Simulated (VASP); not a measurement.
# LiV (Fm-3m) in VASP: a series of runs

Runs on LiV. Level: PBE. Tasks: single point, relaxation of cell and atoms.

All numbers are computed with VASP 6.6.1; they aren't measurements. Logs are shortened: lines on timing, memory, paths and dates and some standing lists are left out, and cuts for length are marked.

### Step 1. The structure

It takes space group Fm-3m (No. 225, cubic). The conventional cell has a = 4.818 Å, b = 4.818 Å, c = 4.818 Å, α = 90.00°, β = 90.00°, γ = 90.00°. Around Li (site symmetry m-3m) lie 6 V at 2.41 Å. Around V (site symmetry m-3m) lie 6 Li at 2.41 Å.

The cell was built by a generator and needn't be a form met in nature.

### Step 2. Single point, PBE

File INCAR:

```
PREC     = Accurate       # precision mode
ENCUT    = 520            # plane-wave cutoff, eV
EDIFF    = 1E-6           # SCF threshold, eV
ISMEAR   = -1             # smearing method
SIGMA    = 0.0145         # smearing width, eV
LREAL    = F              # projectors in reciprocal space
LASPH    = T              # aspherical terms in the spheres
NELM     = 80             # most SCF steps
ALGO     = Fast           # electronic algorithm
ISIF     = 2              # what is computed and relaxed
LWAVE    = F              # write WAVECAR
LCHARG   = F              # write CHGCAR
GGA      = PE             # functional
NBANDS   = 15             # bands
```

File KPOINTS:

```
regular mesh
0
Gamma
  6 6 6
```

File POSCAR:

```
LiV
1.0
    0.0000000000      2.4091184666      2.4091184666
    2.4091184666      0.0000000000      2.4091184666
    2.4091184666      2.4091184666      0.0000000000
Li V
1 1
Direct
    0.5000000000      0.5000000000      0.5000000000
    0.0000000000      0.0000000000      0.0000000000
```

Potentials or basis: VASP PAW PBE potentials, release 64 (Li_sv, V_sv).

Command:

```
> cat potpaw_PBE.64/Li_sv/POTCAR potpaw_PBE.64/V_sv/POTCAR > POTCAR
> mpirun -np 1 vasp_std > vasp.out
```

OUTCAR:

```text
PREC = Accurate
   ENCUT = 520
   EDIFF = 1E-6
   ISMEAR = -1
   LREAL = F
   LASPH = T
   NELM = 80
   ISIF = 2
   GGA = PE

 ion  position               nearest neighbor table
   1  0.500  0.500  0.500-   2 2.41   2 2.41   2 2.41   2 2.41   2 2.41   2 2.41
   2  0.000  0.000  0.000-   1 2.41   1 2.41   1 2.41   1 2.41   1 2.41   1 2.41

  LATTYP: Found a face centered cubic cell.
 ALAT       =     4.8182369332

  Lattice vectors:

 A1 = (   0.0000000000,   2.4091184666,   2.4091184666)
 A2 = (   2.4091184666,   0.0000000000,   2.4091184666)
 A3 = (   2.4091184666,   2.4091184666,   0.0000000000)

Analysis of symmetry for initial positions (statically):
=====================================================================
 Subroutine PRICEL returns:
 Original cell was already a primitive cell.

 Routine SETGRP: Setting up the symmetry group for a
 face centered cubic supercell.

 Subroutine GETGRP returns: Found 48 space group operations
 (whereof 48 operations were pure point group operations)
 out of a pool of 48 trial point group operations.

The static configuration has the point symmetry O_h .

Analysis of symmetry for dynamics (positions and initial velocities):
=====================================================================
 Subroutine PRICEL returns:
 Original cell was already a primitive cell.

 Routine SETGRP: Setting up the symmetry group for a
 face centered cubic supercell.

 Subroutine GETGRP returns: Found 48 space group operations
 (whereof 48 operations were pure point group operations)
 out of a pool of 48 trial point group operations.

The dynamic configuration has the point symmetry O_h .

 Subroutine INISYM returns: Found 48 space group operations
 (whereof 48 operations are pure point group operations),
 and found     1 'primitive' translations

----------------------------------------------------------------------------------------

                                     Primitive cell

  volume of cell :      27.9643

  direct lattice vectors                    reciprocal lattice vectors
     0.000000000  2.409118467  2.409118467    -0.207544796  0.207544796  0.207544796
     2.409118467  0.000000000  2.409118467     0.207544796 -0.207544796  0.207544796
     2.409118467  2.409118467  0.000000000     0.207544796  0.207544796 -0.207544796

  length of vectors
     3.407008009  3.407008009  3.407008009     0.359478131  0.359478131  0.359478131

  position of ions in fractional coordinates (direct lattice)
     0.500000000  0.500000000  0.500000000
[... 81 lines left out ...]
   NUPDOWN=      -1.0000    fix difference up-down
   EMIN   =  10.00;   EMAX   =-10.00  energy-range for DOS
   EFERMI =   0.00;   METHOD = LEGACY
   ISMEAR =    -1;   SIGMA  =   0.01  broadening in eV -4-tet -1-fermi 0-gaus
   EFERMI_NEDOS =   21; number of points for ismear=-14 and -15
   IALGO  =     68    algorithm
   IMIX   =      4    mixing-type and parameters
     AMIX     =   0.40;   BMIX     =  1.00
     AMIX_MAG =   1.60;   BMIX_MAG =  1.00
  volume/ion in A,a.u.               =      13.98        94.36
  Fermi-wavevector in a.u.,A,eV,Ry     =   1.359085  2.568299 25.131491  1.847112
  Thomas-Fermi vector in A             =   2.485863
   LORBIT       =      0    0 simple, 1 ext, 2 COOP (PROOUT), +10 PAW based schemes
   GGA     = PE    functional components
   LHFCALC =     F    Hartree Fock is set to
   AEXX    =    0.0000 exact exchange contribution
   IVDW    =     0    specifies the selected vdW correction
   LEPSILON=     F    determine dielectric tensor
   LRPA    =     F    only Hartree local field effects (RPA)
 non-spin polarized calculation
 RMM-DIIS sequential band-by-band and
  energy-cutoff  :      520.00
  volume of cell :       27.96
 maximum number of plane-waves:       769
 NGX is ok and might be reduce to    28
   NGX = 13   NGY = 13   NGZ = 13

 number of electron      16.0000008 magnetization

 Free energy of the ion-electron system (eV)
  ---------------------------------------------------
  ext. energy  EPLUGINS =         0.00000000
  ---------------------------------------------------
  free energy    TOTEN  =        -8.17562949 eV

  energy without entropy =       -8.17261988  energy(sigma->0) =       -8.17412468

 E-fermi :   5.1557     XC(G=0): -10.5364

 val. band max:        5.1350493424   @ k =  -0.3333   0.1667   0.0000
 cond. band min:       5.1919132471   @ k =   0.5000   0.1667   0.0000
 fundamental gap:      0.0568639047
 Fermi energy:         5.1557064456

 k-point     1 :       0.0000    0.0000    0.0000
  band No.  band energies     occupation
      1     -58.9137      2.00000
      2     -39.6392      2.00000
      3     -32.7158      2.00000
      4     -32.7158      2.00000
      5     -32.7158      2.00000
      6       0.2394      2.00000
      7       5.3933      0.00000
      8       5.3933      0.00000
      9       5.3933      0.00000
     10       5.9394      0.00000
     11       5.9394      0.00000
     12      15.1250      0.00000
     13      15.1250      0.00000
     14      15.1250      0.00000
[... 257 lines left out ...]
      2     -39.6348      2.00000
      3     -32.7777      2.00000
      4     -32.7560      2.00000
      5     -32.7415      2.00000
      6       4.1486      2.00000
      7       4.4079      2.00000
      8       4.4216      2.00000
      9       5.6927      0.00000
     10       6.8184      0.00000
     11       7.7112      0.00000
     12       9.2930      0.00000
     13       9.3387      0.00000
     14      11.9045      0.00000
     15      18.0577      0.00000

------------------------ aborting loop because EDIFF is reached ----------------------------------------

  FORCE on cell =-STRESS in cart. coord.  units (eV):
  Direction    XX          YY          ZZ          XY          YZ          ZX
  --------------------------------------------------------------------------------------
  -------------------------------------------------------------------------------------
  Total        0.0143999      0.0143999      0.0143999      0.0000000     -0.0000000      0.0000000
  in kB        0.8250208      0.8250208      0.8250208      0.0000000     -0.0000000      0.0000000
  external PRESSURE =       0.8250208 kB  Pullay stress =       0.0000000 kB

 VOLUME and BASIS-vectors are now :
 -----------------------------------------------------------------------------
  energy-cutoff  :      520.00
  volume of cell :       27.96
      direct lattice vectors                 reciprocal lattice vectors
     0.000000000  2.409118467  2.409118467    -0.207544796  0.207544796  0.207544796
     2.409118467  0.000000000  2.409118467     0.207544796 -0.207544796  0.207544796
     2.409118467  2.409118467  0.000000000     0.207544796  0.207544796 -0.207544796

 POSITION                                       TOTAL-FORCE (eV/Angst)
 -----------------------------------------------------------------------------------
      2.40912      2.40912      2.40912        -0.000000      0.000000      0.000000
      0.00000      0.00000      0.00000         0.000000     -0.000000     -0.000000
 -----------------------------------------------------------------------------------
    total drift:                               -0.000000      0.000000      0.000000

  FREE ENERGIE OF THE ION-ELECTRON SYSTEM (eV)
  ---------------------------------------------------
  free  energy   TOTEN  =        -8.1756294901 eV

  energy  without entropy=       -8.1726198755  energy(sigma->0) =       -8.17412468
```

OSZICAR:

```text
N       E                     dE             d eps       ncg     rms          rms(c)
DAV:   1     0.121222597952E+03    0.12122E+03   -0.80059E+03   480   0.114E+03
DAV:   2    -0.381411238849E+01   -0.12504E+03   -0.12016E+03   515   0.328E+02
DAV:   3    -0.104630247412E+02   -0.66489E+01   -0.61306E+01   881   0.574E+01
[... 24 lines left out ...]
RMM:  28    -0.817562526190E+01   -0.14860E-05   -0.11693E-05   262   0.195E-02    0.125E-03
RMM:  29    -0.817562667549E+01   -0.14136E-05   -0.10889E-05   237   0.179E-02    0.148E-03
RMM:  30    -0.817562769682E+01   -0.10213E-05   -0.70596E-06   254   0.172E-02    0.153E-03
RMM:  31    -0.817562875033E+01   -0.10535E-05   -0.71520E-06   253   0.165E-02    0.127E-03
RMM:  32    -0.817562949010E+01   -0.73977E-06   -0.45407E-06   246   0.154E-02
   1 F= -.81756295E+01 E0= -.81741247E+01  d E =-.300961E-02
```

stdout:

```text
POSCAR found type information on POSCAR LiV
 POSCAR found :  2 types and       2 ions
 scaLAPACK will be used
 LDA part: xc-table for (Slater+PW92), standard interpolation
 POSCAR, INCAR and KPOINTS ok, starting setup
 FFT: planning ... GRIDC
 FFT: planning ... GRID_SOFT
 FFT: planning ... GRID
 WAVECAR not read
 entering main loop
```

Wall time 25 s (1 thread of Intel Xeon Platinum 8259CL at 2.50GHz (Skylake/Cascade Lake), shared host); peak memory 0.15 GiB.

What came out:

* Free energy: -8.1756 eV
* Band gap on the k mesh: none (metal or under the smearing width)

Levels at points of the mesh, in eV from the Fermi level:
```tsv
k point	band 4	band 5	band 6	band 7	band 8	band 9	band 10	band 11	band 12	band 13
(0.00, 0.00, 0.00)	-37.87	-37.87	-4.92	0.24	0.24	0.24	0.78	0.78	9.97	9.97
(0.50, 0.00, 0.00)	-37.88	-37.88	-2.82	-0.26	-0.26	0.26	1.43	1.43	3.00	11.77
(0.50, 0.50, 0.00)	-37.90	-37.90	-1.08	-1.04	-0.42	1.29	1.66	1.66	5.11	5.15
```

Caveat: the k mesh is coarse (spacing up to 0.38 Å⁻¹), so the values aren't converged; the cutoff is under 1.25 times the usual one of these potentials, so pressure, stress and relaxed cells hold a basis-set (Pulay) error.

### Step 3. Relaxation of cell and atoms, PBE

This run uses another cell than the first one, of 13.57 Å³/atom, 0.971 times its volume.

File INCAR:

```
PREC = Accurate
ENCUT = 600
EDIFF = 1E-6
ISMEAR = -1
SIGMA = 0.0145
LREAL = False
LASPH = True
NELM = 60
ALGO = Fast
ISIF = 3
LWAVE = False
LCHARG = False
GGA = PE
IBRION = 2
NSW = 60
EDIFFG = -0.01
```

File KPOINTS:

```
Automatic mesh
0
Gamma
  6 6 6
```

File POSCAR:

```
LiV
1.0
    0.0000000000      2.3853890000      2.3853890000
    2.3853890000      0.0000000000      2.3853890000
    2.3853890000      2.3853890000      0.0000000000
Li V
1 1
Direct
    0.5000000000      0.5000000000      0.5000000000
    0.0000000000      0.0000000000      0.0000000000
```

Potentials or basis: VASP PAW PBE potentials, release 64 (Li_sv, V_sv).

Command:

```
> cat potpaw_PBE.64/Li_sv/POTCAR potpaw_PBE.64/V_sv/POTCAR > POTCAR
> mpirun -np 1 vasp_std > vasp.out
```

It took 1.8 min on 1 thread of Intel Xeon Platinum 8259CL at 2.50GHz (Skylake/Cascade Lake), shared host; peak memory 0.16 GiB.

It converged, with:

| Property | Result |
| --- | --- |
| Free energy | -8.1758 eV |
| Relaxed volume | 14.00 Å³/atom |
| Relaxed cell | a = 3.408 Å, b = 3.408 Å, c = 3.408 Å, α = 60.00°, β = 60.00°, γ = 60.00° |
| Space group after relaxing (to 0.05 Å) | Fm-3m (No. 225) |
| Energy gained by relaxing | 2.7 meV/atom |
| Ionic steps | 7 |
| Pressure after relaxing | -0.1 GPa |
| Band gap on the k mesh | none (metal or under the smearing width) |

Step by step:
```csv
step,energy change (eV),largest force (eV/Å),pressure (GPa),volume (Å³)
1,0.0000,0.0000,2.12,27.15
2,-0.0049,0.0000,0.28,27.86
3,-0.0034,0.0000,-0.12,28.03
4,-0.0054,0.0000,0.20,27.98
5,-0.0054,0.0000,-0.13,28.01
6,-0.0054,0.0000,0.20,27.96
7,-0.0054,0.0000,-0.06,27.99
```

Final structure:
```yaml
crystal:
  lattice:
    - [0.00000, 2.40986, 2.40986]
    - [2.40986, 0.00000, 2.40986]
    - [2.40986, 2.40986, 0.00000]
  atoms:
    - { symbol: Li, position: [0.50000, 0.50000, 0.50000] }
    - { symbol: V, position: [0.00000, 0.00000, 0.00000] }
```

Levels at points of the mesh, in eV from the Fermi level:
```tsv
k point	band 4	band 5	band 6	band 7	band 8	band 9	band 10	band 11	band 12
(0.00, 0.00, 0.00)	-37.87	-37.87	-4.92	0.24	0.24	0.24	0.78	0.78	9.96
(0.50, 0.00, 0.00)	-37.88	-37.88	-2.82	-0.26	-0.26	0.26	1.43	1.43	2.99
(0.50, 0.50, 0.00)	-37.90	-37.90	-1.09	-1.04	-0.42	1.29	1.66	1.66	5.14
```

Caveat: the k mesh is coarse (spacing up to 0.38 Å⁻¹), so the values aren't converged; the cutoff is under 1.25 times the usual one of these potentials, so pressure, stress and relaxed cells hold a basis-set (Pulay) error.

### Step 4. Single point, PBE

File INCAR:

```
PREC = Accurate
ENCUT = 520
EDIFF = 1E-6
ISMEAR = -1
SIGMA = 0.0145
LREAL = False
LASPH = True
NELM = 100
ALGO = Fast
ISIF = 2
LWAVE = False
LCHARG = False
GGA = PE
NBANDS = 15
```

KPOINTS is that of step 3.

File POSCAR:

```
LiV
1.0
    0.0000000000      2.4091467543      2.4091467543
    2.4091467543      0.0000000000      2.4091467543
    2.4091467543      2.4091467543      0.0000000000
Li V
1 1
Direct
    0.5000000000      0.5000000000      0.5000000000
    0.0000000000      0.0000000000      0.0000000000
```

Potentials or basis: VASP PAW PBE potentials, release 64 (Li_sv, V_sv).

Command:

```
> cat potpaw_PBE.64/Li_sv/POTCAR potpaw_PBE.64/V_sv/POTCAR > POTCAR
> mpirun -np 1 vasp_std > vasp.out
```

OUTCAR:

```text
PREC = Accurate
   ENCUT = 520
   EDIFF = 1E-6
   ISMEAR = -1
   LREAL = False
   LASPH = True
   NELM = 100
   ISIF = 2
   GGA = PE

 ion  position               nearest neighbor table
   1  0.500  0.500  0.500-   2 2.41   2 2.41   2 2.41   2 2.41   2 2.41   2 2.41
   2  0.000  0.000  0.000-   1 2.41   1 2.41   1 2.41   1 2.41   1 2.41   1 2.41

  LATTYP: Found a face centered cubic cell.
 ALAT       =     4.8182935086

  Lattice vectors:

[... 465 lines left out ...]

------------------------ aborting loop because EDIFF is reached ----------------------------------------

  FORCE on cell =-STRESS in cart. coord.  units (eV):
  Direction    XX          YY          ZZ          XY          YZ          ZX
  --------------------------------------------------------------------------------------
  -------------------------------------------------------------------------------------
  Total        0.0139659      0.0139659      0.0139659      0.0000000      0.0000000     -0.0000000
  in kB        0.8001288      0.8001288      0.8001288      0.0000000      0.0000000     -0.0000000
  external PRESSURE =       0.8001288 kB  Pullay stress =       0.0000000 kB

 VOLUME and BASIS-vectors are now :
 -----------------------------------------------------------------------------
  energy-cutoff  :      520.00
  volume of cell :       27.97
      direct lattice vectors                 reciprocal lattice vectors
     0.000000000  2.409146754  2.409146754    -0.207542359  0.207542359  0.207542359
     2.409146754  0.000000000  2.409146754     0.207542359 -0.207542359  0.207542359
     2.409146754  2.409146754  0.000000000     0.207542359  0.207542359 -0.207542359

 POSITION                                       TOTAL-FORCE (eV/Angst)
 -----------------------------------------------------------------------------------
      2.40915      2.40915      2.40915         0.000000      0.000000     -0.000000
      0.00000      0.00000      0.00000         0.000000      0.000000      0.000000
 -----------------------------------------------------------------------------------
    total drift:                               -0.000000      0.000000      0.000000

  FREE ENERGIE OF THE ION-ELECTRON SYSTEM (eV)
  ---------------------------------------------------
  free  energy   TOTEN  =        -8.1756299070 eV

  energy  without entropy=       -8.1726201142  energy(sigma->0) =       -8.17412501
```

OSZICAR:

```text
N       E                     dE             d eps       ncg     rms          rms(c)
DAV:   1     0.121220756854E+03    0.12122E+03   -0.80058E+03   480   0.114E+03
DAV:   2    -0.381420488088E+01   -0.12503E+03   -0.12015E+03   515   0.328E+02
DAV:   3    -0.104630712646E+02   -0.66489E+01   -0.61306E+01   881   0.574E+01
[... 24 lines left out ...]
RMM:  28    -0.817562567675E+01   -0.14860E-05   -0.11694E-05   262   0.195E-02    0.125E-03
RMM:  29    -0.817562708991E+01   -0.14132E-05   -0.10891E-05   237   0.179E-02    0.148E-03
RMM:  30    -0.817562811267E+01   -0.10228E-05   -0.70604E-06   254   0.172E-02    0.153E-03
RMM:  31    -0.817562916631E+01   -0.10536E-05   -0.71527E-06   253   0.165E-02    0.126E-03
RMM:  32    -0.817562990700E+01   -0.74069E-06   -0.45410E-06   247   0.154E-02
   1 F= -.81756299E+01 E0= -.81741250E+01  d E =-.300979E-02
```

stdout:

```text
POSCAR found type information on POSCAR LiV
 POSCAR found :  2 types and       2 ions
 scaLAPACK will be used
 LDA part: xc-table for (Slater+PW92), standard interpolation
 POSCAR, INCAR and KPOINTS ok, starting setup
 FFT: planning ... GRIDC
 FFT: planning ... GRID_SOFT
 FFT: planning ... GRID
 WAVECAR not read
 entering main loop
```

Wall time 24 s (1 thread of Intel Xeon Platinum 8259CL at 2.50GHz (Skylake/Cascade Lake), shared host); peak memory 0.15 GiB.

What came out:

```yaml
Free_energy: -8.1756 eV
Band_gap_on_the_k_mesh: none (metal or under the smearing width)
```

Levels at points of the mesh, in eV from the Fermi level:
```csv
k point,band 6,band 7,band 8,band 9,band 10,band 11
"(0.00, 0.00, 0.00)",-4.92,0.24,0.24,0.24,0.78,0.78
"(0.50, 0.00, 0.00)",-2.82,-0.26,-0.26,0.26,1.43,1.43
"(0.50, 0.50, 0.00)",-1.08,-1.04,-0.42,1.29,1.66,1.66
```

Caveat: the k mesh is coarse (spacing up to 0.38 Å⁻¹), so the values aren't converged; the cutoff is under 1.25 times the usual one of these potentials, so pressure, stress and relaxed cells hold a basis-set (Pulay) error.

### Step 5. Relaxation of cell and atoms, PBE

This run uses another cell than the first one, of 13.57 Å³/atom, 0.971 times its volume.

File INCAR:

```
  ALGO = Normal
  EDIFF = 1E-6
  EDIFFG = -0.01
  ENCUT = 600
  GGA = PE
  IBRION = 2
  ISIF = 3
  ISMEAR = -1
  LASPH = T
  LCHARG = F
  LREAL = F
  LWAVE = F
  NELM = 60
  NSW = 60
  PREC = Accurate
  SIGMA = 0.0145
```

File KPOINTS:

```
k-points
0
Gamma
  6 6 6
```

File POSCAR:

```
LiV
1.0
    0.0000000000      2.3853890000      2.3853890000
    2.3853890000      0.0000000000      2.3853890000
    2.3853890000      2.3853890000      0.0000000000
Li V
1 1
Direct
    0.5000000000      0.5000000000      0.5000000000
    0.0000000000      0.0000000000      0.0000000000
```

Command:

```
> cat potpaw_PBE.64/Li_sv/POTCAR potpaw_PBE.64/V_sv/POTCAR > POTCAR
> mpirun -np 1 vasp_std > vasp.out
```

Wall time 18 s (1 thread of Intel Xeon Platinum 8259CL at 2.50GHz (Skylake/Cascade Lake), shared host); peak memory 0.16 GiB.

The run converged. Its results:

```yaml
Free_energy: -8.1758 eV
Relaxed_volume: 14.00 Å³/atom
Relaxed_cell: a = 3.408 Å, b = 3.408 Å, c = 3.408 Å, α = 60.00°, β = 60.00°, γ = 60.00°
Space_group_after_relaxing_to_0.05_Å: Fm-3m (No. 225)
Energy_gained_by_relaxing: 2.7 meV/atom
Ionic_steps: 3
Pressure_after_relaxing: 0.1 GPa
Band_gap_on_the_k_mesh: none (metal or under the smearing width)
```

The path:
```tsv
step	energy change (eV)	largest force (eV/Å)	pressure (GPa)	volume (Å³)
1	0.0000	0.0000	2.04	27.15
2	-0.0052	0.0000	0.39	27.83
3	-0.0054	0.0000	0.10	27.99
```

Final structure:
```
CELL_PARAMETERS angstrom
0.00000 2.40994 2.40994
2.40994 0.00000 2.40994
2.40994 2.40994 0.00000
ATOMIC_POSITIONS crystal
Li 0.50000 0.50000 0.50000
V 0.00000 0.00000 0.00000
```

Levels at points of the mesh, in eV from the Fermi level:
| k point | band 5 | band 6 | band 7 | band 8 | band 9 | band 10 | band 11 | band 12 |
| --- | --- | --- | --- | --- | --- | --- | --- | --- |
| (0.00, 0.00, 0.00) | -37.87 | -4.91 | 0.24 | 0.24 | 0.24 | 0.78 | 0.78 | 9.96 |
| (0.50, 0.00, 0.00) | -37.88 | -2.82 | -0.26 | -0.26 | 0.26 | 1.43 | 1.43 | 2.99 |
| (0.50, 0.50, 0.00) | -37.90 | -1.09 | -1.04 | -0.42 | 1.29 | 1.66 | 1.66 | 5.14 |

Caveat: the k mesh is coarse (spacing up to 0.38 Å⁻¹), so the values aren't converged; the cutoff is under 1.25 times the usual one of these potentials, so pressure, stress and relaxed cells hold a basis-set (Pulay) error.
